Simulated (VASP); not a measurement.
VASP input:

**INCAR**
```
SYSTEM = PtSe2
PREC = Accurate
ENCUT = 480
EDIFF = 1E-7
NELM = 100
ALGO = Normal
LREAL = .FALSE.
LASPH = .TRUE.
ISMEAR = 0
SIGMA = 0.05
METAGGA = R2SCAN
LMIXTAU = .TRUE.
LMAXMIX = 6
LWAVE = .FALSE.
LCHARG = .FALSE.
ISIF = 2
```

**KPOINTS**
```
Automatic mesh
0
Gamma
6 6 4
0 0 0
```

**POSCAR**
```
PtSe2
1
    1.8778266039    -3.2338742879     0.0000000000
    1.8455809463     3.2152572501     0.0000000000
    0.0000000000     0.0000000000     5.7057429535
Pt Se
1 2
Direct
  0.0000000000   0.0000000000   0.0000000000
  0.3333330000   0.6666670000   0.2291738785
  0.6666670000   0.3333330000   0.7708261215
```

POTCAR, in this order: Pt Se (PBE.64 set). Program: vasp_std.

Task: Translate this r2SCAN calculation to Ansatz.

Result: One equivalent input (not run):
Ansatz 0.2 input:
```yaml
crystal:
  lattice:
    - [1.8778266, -3.2338743, 0.0000000]
    - [1.8455809, 3.2152573, 0.0000000]
    - [0.0000000, 0.0000000, 5.7057430]
  atoms:
    - { symbol: Pt, position: [0.0000000, 0.0000000, 0.0000000] }
    - { symbol: Se, position: [0.3333330, 0.6666670, 0.2291739] }
    - { symbol: Se, position: [0.6666670, 0.3333330, 0.7708261] }
kpoints:
  mp_grid: { grid: [6, 6, 4] }
hamiltonian:
  xc: r2scan
  pseudopotentials: { kind: paw }
scf:
  occupations: { method: gaussian, width: 0.05 }
  max_iter: 100
output: { forces: true, stress: true, eigenvalues: true }
```
The two are equivalent in intent, not identical: each code has its own PAW files, so the cut-off isn't converted (ENCUT is set for VASP's; basis.ecutwfc is left out, and Ansatz then takes the one that its files recommend); Ansatz stops its SCF on the density residual and VASP on the energy change (EDIFF).

The compound is PtSe2 in the 1T layered structure. This cell was strained or had an atom moved on purpose.
